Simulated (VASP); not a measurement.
A run of VASP 6.6.1:

INCAR

```
SYSTEM = Ti2BN
PREC = Accurate
ENCUT = 520
EDIFF = 1E-6
ISMEAR = 0
SIGMA = 0.1
LREAL = .FALSE.
LASPH = .TRUE.
NELM = 120
ALGO = Normal
ISIF = 3
LWAVE = .FALSE.
LCHARG = .FALSE.
GGA = PE
IBRION = 2
NSW = 90
EDIFFG = -0.01
KPAR = 4
```

File KPOINTS:

```
Automatic mesh
0
G
  10 10 10
  0 0 0
```

Contents of POSCAR:

```
Ti2BN
1.0
    1.5680000000     -8.6020000000      0.0000000000
    1.5680000000      8.6020000000      0.0000000000
    0.0000000000      0.0000000000      3.0170000000
Ti B N
4 2 2
Direct
    0.6922808600      0.3077191400      0.7500000000
    0.0721925100      0.9278074900      0.2500000000
    0.3077191400      0.6922808600      0.2500000000
    0.9278074900      0.0721925100      0.7500000000
    0.5275517300      0.4724482700      0.7500000000
    0.4724482700      0.5275517300      0.2500000000
    0.1893164400      0.8106835600      0.2500000000
    0.8106835600      0.1893164400      0.7500000000
```

Potentials or basis: VASP PAW PBE potentials, release 64 (Ti_sv, B, N).

The run is started by

```sh
$ cat potpaw_PBE.64/Ti_sv/POTCAR potpaw_PBE.64/B/POTCAR potpaw_PBE.64/N/POTCAR > POTCAR
$ mpirun -np 4 vasp_std > vasp.out
```

Hardware: 4 MPI ranks on Intel(R) Xeon(R) Platinum 8488C (Sapphire Rapids), with other jobs on the host.

Question: How long does it take, and how much memory?

Answer: Wall time 21 min on 4 MPI ranks on Intel(R) Xeon(R) Platinum 8488C (Sapphire Rapids), on a shared host, peak memory 0.72 GiB a rank. Counts: scf iterations 60, k points 186, ion steps 8.
